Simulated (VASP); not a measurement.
OSZICAR of a VASP run on CdSe (wurtzite):

File OSZICAR:
```
       N       E                     dE             d eps       ncg     rms          rms(c)
DAV:   1     0.219439431361E+03    0.21944E+03   -0.15813E+04   616   0.137E+03
DAV:   2    -0.197059351744E+02   -0.23915E+03   -0.23394E+03   670   0.338E+02
DAV:   3    -0.342499020232E+02   -0.14544E+02   -0.14477E+02   754   0.847E+01
DAV:   4    -0.343835545919E+02   -0.13365E+00   -0.13360E+00   658   0.826E+00
DAV:   5    -0.343846495267E+02   -0.10949E-02   -0.10948E-02   766   0.660E-01    0.170E+01
DAV:   6    -0.123268595410E+02    0.22058E+02   -0.55269E+01   628   0.102E+02    0.121E+01
DAV:   7    -0.822598133437E+01    0.41009E+01   -0.37109E+00   616   0.192E+01    0.779E+00
DAV:   8    -0.111743962495E+02   -0.29484E+01   -0.68263E+00   616   0.275E+01    0.502E+00
DAV:   9    -0.668876069421E+01    0.44856E+01   -0.28818E+00   616   0.175E+01    0.108E+00
DAV:  10    -0.573124232674E+01    0.95752E+00   -0.15172E+00   616   0.121E+01    0.150E+00
DAV:  11    -0.672048035580E+01   -0.98924E+00   -0.79148E-01   616   0.921E+00    0.157E+00
DAV:  12    -0.674950382019E+01   -0.29023E-01   -0.29640E-02   682   0.209E+00    0.831E-01
DAV:  13    -0.678044456998E+01   -0.30941E-01   -0.23063E-02   628   0.166E+00    0.456E-01
DAV:  14    -0.678074915356E+01   -0.30458E-03   -0.28921E-03   720   0.560E-01    0.248E-01
DAV:  15    -0.678445508539E+01   -0.37059E-02   -0.21403E-03   628   0.460E-01    0.571E-02
DAV:  16    -0.678493311057E+01   -0.47803E-03   -0.97595E-04   628   0.320E-01    0.407E-02
DAV:  17    -0.678459820612E+01    0.33490E-03   -0.61690E-04   628   0.283E-01    0.535E-02
DAV:  18    -0.678512225151E+01   -0.52405E-03   -0.70468E-04   628   0.317E-01    0.237E-02
DAV:  19    -0.678514131401E+01   -0.19062E-04   -0.20470E-05   748   0.512E-02    0.533E-03
DAV:  20    -0.678514302064E+01   -0.17066E-05   -0.69457E-07   664   0.876E-03    0.393E-03
DAV:  21    -0.678514537574E+01   -0.23551E-05   -0.95522E-07   652   0.112E-02    0.225E-03
DAV:  22    -0.678514484967E+01    0.52608E-06   -0.16243E-07   456   0.442E-03    0.708E-04
DAV:  23    -0.678514595180E+01   -0.11021E-05   -0.14529E-07   428   0.385E-03    0.109E-03
DAV:  24    -0.678514539797E+01    0.55383E-06   -0.57621E-08   368   0.274E-03    0.274E-04
DAV:  25    -0.678514543221E+01   -0.34243E-07   -0.22120E-09   362   0.362E-04
   1 F= -.67851454E+01 E0= -.67851454E+01  d E =-.678515E+01
```

Q: Which electronic solver shows in the log?

A: It is blocked Davidson (ALGO = Normal, or the opening steps of other solvers). The INCAR had ALGO = Normal.

Q: Can the final energy be trusted as converged?

A: The run converged. It stopped with EDIFF = 1E-7, NELM = 100, NSW = 30 and EDIFFG = -0.01 after 1 ionic step (MS2 meta-GGA, plane waves, VASP's PBE PAW potentials (set 64)).

The compound is CdSe in the wurtzite structure. This cell is one point of a volume scan, at 1.06 of the reference volume.
